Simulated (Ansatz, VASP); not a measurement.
## Cross-check of SnSe2 (1T-SnSe2 monolayer) between VASP and Ansatz

Wanted: the spread between two codes on one cell, functional and k mesh. The structure shown is the start of the Ansatz relaxation below; VASP solves that cell, so the two are compared at the walk's first step.

Calculated with Ansatz 0.2.0; plane waves, with VASP 6.6.1 beside it; single point at PBE with D3(BJ).

## (1) The starting structure

The cell holds 3 atoms: 2 Se and 1 Sn. Cell: a = 3.870 Å, b = 3.870 Å, c = 35.210 Å, α = 90.0°, β = 90.0°, γ = 120.0°. Vacuum lies along c.

As a file:

```cif
data_structure
_symmetry_space_group_name_H-M 'P 1'
_symmetry_Int_Tables_number 1
_cell_length_a 3.8700
_cell_length_b 3.8700
_cell_length_c 35.2105
_cell_angle_alpha 90.000
_cell_angle_beta 90.000
_cell_angle_gamma 120.000
_cell_volume 456.69
loop_
_atom_site_label
_atom_site_type_symbol
_atom_site_fract_x
_atom_site_fract_y
_atom_site_fract_z
_atom_site_occupancy
Se1 Se 0.66667 0.33333 0.47003 1
Se2 Se 0.33333 0.66667 0.52997 1
Sn3 Sn 0.00000 0.00000 0.50000 1
```

## (2) Ansatz: relaxation, PBE with D3(BJ)

Ansatz runs on its default PAW (the set named soft_2) files.

The two programs are compared at the cell with which this relaxation starts, whose forces are those of its first step.

The input, input.yaml:

```yaml
crystal:
  lattice:
    - [3.87, 0.0, 0.0]
    - [-1.935, 3.3515183126, 0.0]
    - [0.0, 0.0, 35.2104890424]
  atoms:
    - { symbol: Se, position: [0.6666666667, 0.3333333333, 0.4700303929] }
    - { symbol: Sn, position: [0.0, 0.0, 0.5] }
    - { symbol: Se, position: [0.3333333333, 0.6666666667, 0.5299696071] }
  periodic: [true, true, false]
kpoints:
  mp_grid: { grid: [12, 12, 1] }
hamiltonian:
  xc: pbe
  dispersion: d3bj
scf:
  occupations: { method: fermi_dirac, width: 0.05 }
  convergence: { dr2_threshold: 1.0e-09 }
relax:
  f_tol: 0.004
  max_steps: 90
  cell: {}
output:
  write_potential: true
  write_density: true
  volumetric_format: npy
```

The run is started by

```bash
> ansatz run input.yaml --threads 2 --pin off --max-ram 3072MiB --backend cpu --events-out ev --progress --plain --runs-dir out
```

Numbers of over 12 decimals in the logs are rounded to 6 here.

The program printed:

```text
Warning: relax.cell: scf.convergence.dr2_threshold = 1e-9 eV is looser than the 2.04549250463e-10 eV advised for a relaxation that steers and ends on the stress (1e-10 eV for each atom of the cell: 3, times the square of relax.cell.stress_2d_tol = 0.05 N/m over 12.1 Å (the atoms' height at the walk's start and 5 Å past either face), 4.129e-2 GPa, over a crystal's default 0.05). What an SCF threshold leaves in a stress goes as its square root, and in the free energy as the threshold itself, and one threshold admits the most on a small cell: [figures from the program's tests cut] Set scf.convergence.dr2_threshold to 2.04549250463e-10 eV or tighter. [rest of the remark cut]
Engine: ansatz 0.2.0, x86_64-unknown-linux-gnu
Pseudopotentials: kind: paw
Pseudopotential: Se, paw, valence charge 16, recommended cutoff 420 eV (normal), Se.paw.azcp
Pseudopotential: Sn, paw, valence charge 14, recommended cutoff 420 eV (normal), Sn.paw.azcp
Functional definition: PBE
  parameter kappa = 0.804
  parameter beta = 0.066725
  exchange = pbe_x(kappa = kappa, mu = beta*pi^2/3)
  correlation = pbe_c(beta = beta)
Crystal: 3 atoms, lattice volume = 456.693 Å³
Basis set: ecut = 420 eV, 8985 PW (Γ), exchange–correlation on 54×54×480 points (8 copies of the dense FFT grid, shifted against one another)
Bands: 28, of which v1, the nominal top of the filled ones, is band 23 counted from 1 (22 counted from 0)
Symmetry: 12 space group operations
Space group: P-3m1 (ITA 164), of the structure as read, at distance tolerance 7.7e-5 Å
k-points: 19 of 144
Non-local potential: Se, projectors of the file, l = 0: 2, l = 1: 2, l = 2: 3, l = 3: 1
Non-local potential: Sn, projectors of the file, l = 0: 2, l = 1: 2, l = 2: 2, l = 3: 2
PAW form: soft (Blöchl's): semilocal exchange-correlation on the pseudo side does not see the compensation charge
PAW one-centre angular grid: Se, 590 points (default); XC on 64 Gauss nodes
PAW one-centre angular grid: Sn, 590 points (default); XC on 64 Gauss nodes
Initial density: superposition of atomic densities (neutral atoms: chi_scale 0, normalization atom), corrected by the library's trained network
Initial wavefunctions: pseudopotential atomic-orbital guess
Functional: x = pbe(κ = 0.804, μ = 0.219515), c = pbe(β = 0.066725)
SCF iter   1: F=—  HF=-16961.331991 eV  |F-HF|=—  |Δ(HF+E_count)|=         —  Δρ=1.57e-3  dr2=2.12e-2  ethr=1.77e-3  ⟨swp⟩=16.6  Hψ=4083  notcnv=0
preconditioner: auto → Resta (q_TF=auto, 1.861 Å⁻¹)  ε∞=1.4  [insulator: Δε(μ)=0.684 eV  Ē_g=10.907 eV  σ=0.050 eV  W_gap=1.00  n_scr=20 (ndim 8)  ℏωp=7.0 eV  f_vac=0.827  D(μ)=0.00/eV (n_scr^D=0)  ε∞_Penn≈1.4  vacuum switching on, ρ_ref=8.6e-3 e/Å³]
SCF iter   2: F=—  HF=-16961.325277 eV  |F-HF|=—  |Δ(HF+E_count)|=   6.71e-3  Δρ=4.69e-4  dr2=9.08e-4  ethr=4.61e-5  ⟨swp⟩=4.2  Hψ=1426  notcnv=0  defer=16
SCF iter   3: F=—  HF=-16961.325565 eV  |F-HF|=—  |Δ(HF+E_count)|=   2.89e-4  Δρ=2.20e-4  dr2=1.38e-4  ethr=1.97e-6  ⟨swp⟩=3.4  Hψ=1124  notcnv=0  defer=16
SCF iter   4: F=—  HF=-16961.325733 eV  |F-HF|=—  |Δ(HF+E_count)|=   1.67e-4  Δρ=4.73e-5  dr2=9.55e-6  ethr=3.00e-7  ⟨swp⟩=3.4  Hψ=1029  notcnv=0  defer=16
SCF iter   5: F=—  HF=-16961.325734 eV  |F-HF|=—  |Δ(HF+E_count)|=   1.58e-6  Δρ=9.91e-6  dr2=3.81e-7  ethr=2.08e-8  ⟨swp⟩=3.5  Hψ=1116  notcnv=0  defer=16
SCF iter   6: F=—  HF=-16961.325759 eV  |F-HF|=—  |Δ(HF+E_count)|=   2.48e-5  Δρ=2.68e-6  dr2=2.00e-8  ethr=8.28e-10  ⟨swp⟩=3.1  Hψ=1043  notcnv=0  defer=16
SCF iter   7: F=-16961.325759 eV  HF=-16961.325759 eV  |F-HF|=6.08e-9  |Δ(HF+E_count)|=   4.29e-8  Δρ=3.66e-7  dr2=5.57e-10  ethr=2.17e-12  ⟨swp⟩=10.7  Hψ=4592  notcnv=0
SCF 1 converged in 7 iterations: F = -16961.325759 eV  dr2 = 5.57e-10
  greatest PAW one-centre occupation: 1.000 electrons in one spin orbital (limit 2), on the Se atom at site 2 (counted from 0), in its partial waves of l = 2
relax step   1: F+E_penalty+E_count = -16961.32575913 eV  Δ(F+E_penalty+E_count) = +0.000e0 eV  max|allowed force component| = 5.210e0 eV/Å  Δτ_max = 0.0000 Å  P = +17.963 N/m  Ω = 456.693 Å³  fix = [c, alpha, beta]  reactions: c +0.000 N/m  (7 SCF iters, accepted)
[...]
relax step   6: F+E_penalty+E_count = -16964.13417078 eV  Δ(F+E_penalty+E_count) = -2.237e-3 eV  max|allowed force component| = 1.150e-2 eV/Å  Δτ_max = 0.0016 Å  P = -0.193 N/m  Ω = 448.580 Å³  energy of the carried Pulay correction = +5.529e-4 eV  fix = [c, alpha, beta]  reactions: c -0.000 N/m  (6 SCF iters, accepted)
[...]
relax step   7: F+E_penalty+E_count = -16964.13479940 eV  Δ(F+E_penalty+E_count) = -6.286e-4 eV  max|allowed force component| = 5.982e-3 eV/Å  Δτ_max = 0.0038 Å  P = +0.001 N/m  Ω = 446.235 Å³  energy of the carried Pulay correction = +7.146e-4 eV  fix = [c, alpha, beta]  reactions: c +0.000 N/m  (6 SCF iters, accepted)
[...]
relax step   8: F+E_penalty+E_count = -16964.13480926 eV  Δ(F+E_penalty+E_count) = -9.867e-6 eV  max|allowed force component| = 1.491e-4 eV/Å  Δτ_max = 0.0007 Å  P = -0.001 N/m  Ω = 446.156 Å³  energy of the carried Pulay correction = +7.201e-4 eV  fix = [c, alpha, beta]  reactions: c -0.000 N/m  (5 SCF iters, accepted)
[...]
relax step   9: F+E_penalty+E_count = -16964.13443849 eV  Δ(F+E_penalty+E_count) = +3.708e-4 eV  max|allowed force component| = 3.912e-4 eV/Å  Δτ_max = 0.0000 Å  P = -0.019 N/m  Ω = 446.156 Å³  fix = [c, alpha, beta]  reactions: c -0.000 N/m  stress off target by 1.92e-2 N/m on what of the cell is left free  SCF on the basis re-selected at this cell (its energy is not comparable with the rows above)  (5 SCF iters)
basis re-selected at this cell: Δ(F+E_penalty+E_count) = +3.708e-4 eV, ΔP = -0.019 N/m vs the last step (what re-selecting the basis moved, of the pressure what is left beyond the Pulay correction that the steps carried, after the strain that the cell walked since its last selection, with what the two solves' SCF thresholds leave and, on support functions, any second-order correction that the steps lacked; it is no m [...]
SCF converged after 5 iterations
Free energy (F): -16964.134438 eV
Harris-Foulkes:  -16964.134438 eV  (|F-HF|=7.28e-12)
Internal energy: -16964.134403 eV  (E = F + TS)
E sigma→0 (E₀):  -16964.134421 eV
Entropy (-TS):   -0.000035 eV (-0.012 meV/atom)
Fermi energy:    -5.550778 eV
--- Per-component energies (eV) ---
  E_band       = -1498.945677
  E_kinetic    = 423.823785
  E_local      = -114115.274139  (includes V_loc(G=0)·N_el)
  E_nonlocal   = -1222.406390
  E_hartree    = 56815.204545
  E_xc         = -589.167801
  E_vxc        = -290.403608  (∫ρ·V_xc dr)
  E_paw        = -7963.857359  (= ΣΔE_a)
  E_vpaw       = 74.906780  (= ΣTr[D̂ρ^β])
  E_aug_tail   = -0.001214  (compensation charges beyond the density's cutoff)
  E_ewald      = 49688.301108
  E_disp       = -0.756938  (pairwise vdW)
  E_smearing   = -0.000035  (= −TS)
  E_closure    = 0.000000  (closes the sum)
  Σ components = -16964.134438   (vs F -16964.134438, Δ=0.00e0)
--- Forces (eV/Å), atoms counted from 1 ---
  atom   1  Se    -0.00000000     0.00000000    -0.00039116
  atom   2  Sn     0.00000000    -0.00000000     0.00000000
  atom   3  Se     0.00000000    -0.00000000     0.00039116
  max |Σ_I F_I| component: 4.63e-18 eV/Å
--- 2D stress c σ (N/m, compression-positive) ---
       -0.019163      -0.000000       0.000000
       -0.000000      -0.019163       0.000000
        0.000000       0.000000      -0.000000
  P = ½ c Tr σ = -0.0192 N/m
--- Band table (eV; the first three rows and the last of 19) ---
  k-point 0: bands = [... 19 lower, -6.4231, -6.4231, -6.0366, -6.0366, -4.3683, -2.8431, -1.3368, -1.3368, ... 1 higher]
  k-point 1: bands = [... 19 lower, -7.0457, -6.6554, -6.4054, -5.9738, -3.9856, -2.4008, -1.5090, -1.1755, ... 1 higher]
  k-point 2: bands = [... 19 lower, -7.2304, -7.0808, -6.9459, -5.9774, -3.7241, -2.1026, -1.0258, -0.8002, ... 1 higher]
  k-point 18: bands = [... 19 lower, -9.6070, -9.2415, -6.8508, -6.8508, -4.1804, -0.7583, -0.7583, 0.6143, ... 1 higher]
  the weakly bound empty levels are not read free of the cell's end (no_gap_told)
--- Relaxed structure (8 steps of the walk, 8 accepted, 1 SCFs on fresh bases) ---
  F+E_penalty+E_count = -16964.13443849 eV   max|allowed force component| = 3.912e-4 eV/Å   (the final SCF, on the basis selected at the relaxed cell)
  cell:  # Å, volume = 446.1555 Å³
    - [3.825091, 0, 0]
    - [-1.912546, 3.312626, 0]
    - [0, 0, 35.2104890424]
  atoms:
    - { symbol: Se, position: [0.666667, 0.333333, 0.454550] }
    - { symbol: Sn, position: [0, 0, 0.5] }
    - { symbol: Se, position: [0.333333, 0.666667, 0.545450] }
```

## (3) VASP: single point, PBE with D3(BJ), start cell

The same cell, functional, mesh and smearing now go to VASP, with its own data sets.

Lines of VASP's logs that name or quote its potential files are left out, and so is its time.

The input, INCAR:

```
SYSTEM = SnSe2
PREC = Accurate
ENCUT = 400
EDIFF = 1E-06
NELM = 120
ISMEAR = -1
SIGMA = 0.05
LREAL = .FALSE.
ALGO = Normal
GGA = PE
IVDW = 12
NBANDS = 19
LORBIT = 11
LWAVE = .FALSE.
LCHARG = .FALSE.
ISIF = 2
LDIPOL = .TRUE.
IDIPOL = 3
DIPOL = 0.5 0.5 0.5
LVHAR = .TRUE.
LASPH = .TRUE.
GGA_COMPAT = .FALSE.
EFERMI = MIDGAP
NELMDL = -8
KPAR = 2
```

The input, POSCAR:

```
SnSe2
1.0
    3.8700000000      0.0000000000      0.0000000000
   -1.9350000000      3.3515180000      0.0000000000
    0.0000000000      0.0000000000     35.2104890000
Se Sn
2 1
Direct
    0.6666667164      0.3333334328      0.4700303935
    0.3333334328      0.6666668656      0.5299696065
    0.0000000000      0.0000000000      0.5000000142
```

The input, KPOINTS:

```
Automatic mesh
0
Gamma
12 12 1
0 0 0
```

Potentials, in the order of the species: Se and Sn_d (PBE family, release 64).

The run is started by

```bash
> mpirun -np 2 vasp_std
```

The program printed:

```text
[banner, memory and clock lines left out]
running    2 mpi-ranks, on    1 nodes
 distrk:  each k-point on    1 cores,    2 groups
 distr:  one band on    1 cores,    1 groups

 POSCAR found type information on POSCAR SeSn
 POSCAR found :  2 types and       3 ions
 LDA part: xc-table for (Slater+PW92), standard interpolation
 POSCAR, INCAR and KPOINTS ok, starting setup
 FFT: planning ... GRIDC
 FFT: planning ... GRID_SOFT
 FFT: planning ... GRID
 WAVECAR not read
 entering main loop
       N       E                     dE             d eps       ncg     rms          rms(c)
DAV:   1     0.180968377009E+03    0.18097E+03   -0.92923E+03   882   0.810E+02
DAV:   2     0.118361907039E+02   -0.16913E+03   -0.16537E+03   977   0.207E+02
DAV:   3    -0.892475057667E+01   -0.20761E+02   -0.20712E+02   979   0.864E+01
DAV:   4    -0.945409042037E+01   -0.52934E+00   -0.52892E+00  1021   0.164E+01
DAV:   5    -0.946195327345E+01   -0.78629E-02   -0.78623E-02  1103   0.190E+00
DAV:   6    -0.946214786318E+01   -0.19459E-03   -0.19459E-03  1072   0.230E-01
DAV:   7    -0.946215024845E+01   -0.23853E-05   -0.23857E-05  1130   0.255E-02
DAV:   8    -0.946215030938E+01   -0.60936E-07   -0.60324E-07   888   0.386E-03    0.746E+00
DAV:   9    -0.904637515523E+01    0.41578E+00   -0.69117E-01  1015   0.980E+00    0.472E+00
DAV:  10    -0.898785694490E+01    0.58518E-01   -0.53511E-01   986   0.559E+00    0.722E-01
DAV:  11    -0.897500467227E+01    0.12852E-01   -0.93544E-02   935   0.360E+00    0.296E-01
DAV:  12    -0.897544218472E+01   -0.43751E-03   -0.42357E-03   898   0.494E-01    0.112E-01
DAV:  13    -0.897543953752E+01    0.26472E-05   -0.82412E-04  1002   0.412E-01    0.660E-02
DAV:  14    -0.897551807869E+01   -0.78541E-04   -0.20297E-04   848   0.112E-01    0.226E-02
DAV:  15    -0.897553882199E+01   -0.20743E-04   -0.14759E-05  1066   0.335E-02    0.116E-02
DAV:  16    -0.897560616820E+01   -0.67346E-04   -0.19122E-05   847   0.390E-02    0.883E-03
DAV:  17    -0.897561449121E+01   -0.83230E-05   -0.93413E-07   846   0.713E-03    0.702E-03
DAV:  18    -0.897569835389E+01   -0.83863E-04   -0.95503E-06   670   0.169E-02    0.884E-03
DAV:  19    -0.897571511404E+01   -0.16760E-04   -0.15869E-06   809   0.472E-03    0.497E-03
DAV:  20    -0.897572536755E+01   -0.10254E-04   -0.38728E-07   821   0.339E-03    0.118E-03
DAV:  21    -0.897573310789E+01   -0.77403E-05   -0.99147E-08   780   0.155E-03    0.463E-04
DAV:  22    -0.897574087317E+01   -0.77653E-05   -0.92651E-08   763   0.935E-04    0.435E-04
DAV:  23    -0.897574346783E+01   -0.25947E-05   -0.23199E-08   789   0.671E-04    0.212E-04
DAV:  24    -0.897574444076E+01   -0.97293E-06   -0.18184E-08   760   0.448E-04
   1 F= -.97865166E+01 E0= -.97864989E+01  d E =-.354259E-04
```

From OUTCAR (step 3):

```text
ion  position               nearest neighbor table
   1  0.667  0.333  0.470-   3 2.47   3 2.47   3 2.47
   2  0.333  0.667  0.530-   3 2.47   3 2.47   3 2.47
   3  0.000  0.000  0.500-   2 2.47   2 2.47   1 2.47   2 2.47   1 2.47   1 2.47

  LATTYP: Found a hexagonal cell.
 ALAT       =     3.8700000000
 C/A-ratio  =     9.0983175711

 Subroutine GETGRP returns: Found 12 space group operations
 (whereof 12 operations were pure point group operations)

The static configuration has the point symmetry D_3d.

 Found     19 irreducible k-points:

   k-points           NKPTS =     19   k-points in BZ     NKDIM =     19   number of bands    NBANDS=     19

   dimension x,y,z NGX =    28 NGY =   28 NGZ =  240
   dimension x,y,z NGXF=    56 NGYF=   56 NGZF=  480

   ENCUT  =  400.0 eV  29.40 Ry    5.42 a.u.   6.31  6.31 57.42*2*pi/ulx,y,z

   NELECT =      26.0000    total number of electrons

 k-points in reciprocal lattice and weights: Automatic mesh
   0.00000000  0.00000000  0.00000000       0.007
   0.08333333 -0.00000000  0.00000000       0.042
   0.16666667  0.00000000  0.00000000       0.042
   0.25000000  0.00000000  0.00000000       0.042
   0.33333333  0.00000000  0.00000000       0.042
   0.41666667 -0.00000000  0.00000000       0.042
   0.50000000  0.00000000  0.00000000       0.021
   0.08333333  0.08333333  0.00000000       0.042
   0.16666667  0.08333333  0.00000000       0.083
[...]
0.33333333  0.25000000  0.00000000       0.083
   0.33333333  0.33333333  0.00000000       0.014

 dipolmoment           0.000000      0.000000     -0.000003 electrons x Angstroem

 average (electrostatic) potential at core
       1 -61.7851       2 -61.7851       3-111.2333

 E-fermi :  -3.6248

 k-point     1 :       0.0000    0.0000    0.0000
  band No.  band energies     occupation
    ...
      9      -6.3697      2.00000
     10      -6.3697      2.00000
     11      -5.9110      2.00000
     12      -5.9110      2.00000
     13      -4.9859      2.00000
     14      -3.3346      0.00601
     15      -1.4125      0.00000
     16       0.1726      0.00000
     17       0.1726      0.00000
     18       1.1974      0.00000
    ...

 k-point     2 :       0.0833   -0.0000    0.0000
  band No.  band energies     occupation
    ...
      9      -7.1435      2.00000
     10      -6.9039      2.00000
     11      -6.0191      2.00000
     12      -5.4445      2.00000
     13      -4.5543      2.00000
     14      -2.7746      0.00000
     15      -1.2301      0.00000
     16      -0.0104      0.00000
     17       0.3304      0.00000
     18       1.2560      0.00000
    ...

 k-point     3 :       0.1667    0.0000    0.0000
  band No.  band energies     occupation
    ...
      9      -7.8172      2.00000
     10      -7.5833      2.00000
     11      -6.2802      2.00000
     12      -4.9727      2.00000
     13      -4.2361      1.99999
     14      -2.0180      0.00000
     15      -0.9218      0.00000
     16       0.3627      0.00000
     17       0.8262      0.00000
     18       1.3185      0.00000
    ...

 Edisp (eV)   -0.81077

  Total      14.63984    14.63984    11.00613     0.00000     0.00000    -0.00000
  in kB      51.35969    51.35968    38.61185     0.00000     0.00000    -0.00000
  external pressure =       47.11 kB  Pullay stress =        0.00 kB

  energy-cutoff  :      400.00
  volume of cell :      456.69
      direct lattice vectors                 reciprocal lattice vectors
     3.870000000  0.000000000  0.000000000     0.258397933  0.149186130  0.000000000
    -1.935000000  3.351518000  0.000000000     0.000000000  0.298372260  0.000000000
     0.000000000  0.000000000 35.210489000     0.000000000  0.000000000  0.028400628

 POSITION                                       TOTAL-FORCE (eV/Angst)
 -----------------------------------------------------------------------------------
      1.93500      1.11717     16.55000         0.000000     -0.000000     -5.229302
      0.00000      2.23435     18.66049        -0.000000      0.000000      5.229302
      0.00000      0.00000     17.60524         0.000000      0.000000      0.000000
 -----------------------------------------------------------------------------------
    total drift:                                0.000000     -0.000280     -0.000565

  FREE ENERGIE OF THE ION-ELECTRON SYSTEM (eV)
  ---------------------------------------------------
  free  energy   TOTEN  =        -9.7865166264 eV

  energy  without entropy=       -9.7864812006  energy(sigma->0) =       -9.78649891

 vacuum level on the upper side and lower side of the slab         1.705         1.705

 total charge
# of ion       s       p       d       tot
------------------------------------------
    1        1.478   2.505   0.054   4.038
    2        1.478   2.505   0.054   4.038
    3        1.051   1.321  10.269  12.641
--------------------------------------------------
tot          4.007   6.332  10.378  20.717

[... 3 further parts left out ...]
```

## (4) Differences

Known differences besides the potentials themselves: Ansatz cuts the interaction across the vacuum, VASP repeats the sheet with a dipole correction; the data sets hold 46 valence electrons in Ansatz (on its default PAW (the set named soft_2) files) and 26 in VASP; the cutoff is 420 eV in Ansatz and 400 eV in VASP. Total energies have different zeros and are not compared.

Forces (eV/Å; atoms numbered as in POSCAR):

```
atom        Ansatz x, y, z          VASP x, y, z
 Se1  0.000, 0.000, -5.210  0.000, 0.000, -5.229
 Se2   0.000, 0.000, 5.210   0.000, 0.000, 5.229
 Sn3   0.000, 0.000, 0.000   0.000, 0.000, 0.000
```

The forces differ by 9.0 meV/Å r.m.s., which is 0.4 % of the r.m.s. force of 2.465 eV/Å (both taken over all components). With vacuum in the cell, a pressure given here is an average over mostly empty space and none of the material.

## (5) Outcome

| Quantity | Value |
| --- | --- |
| r.m.s. force difference (single point, PBE with D3(BJ), start cell) | 0.37 % of the r.m.s. force |

The r.m.s. force difference is 0.37 % of the r.m.s. force (single point, PBE with D3(BJ), start cell), within the 3 % picked in this series as the mark of a large difference. The data sets hold unlike numbers of valence electrons (46 in Ansatz and 26 in VASP), so part of the differences comes from the potentials. 1 further run of this series is not shown here. Such differences can come from data sets, numerical settings and the points named under the comparisons, not from the functional's error against experiment.

[Lines on the potential files, build, host, timing and source positions are cut from VASP's logs without a mark.]

[Logs are printed without paths, hosts, clocks, repeated set-up lines and the standing remarks that a program may print on its own settings, such as how far it seeks lower states.]

[Hosts, paths, dates, database ids (printed as entryN), source tags and the programs' standing remarks are cut or masked in the printed files.]
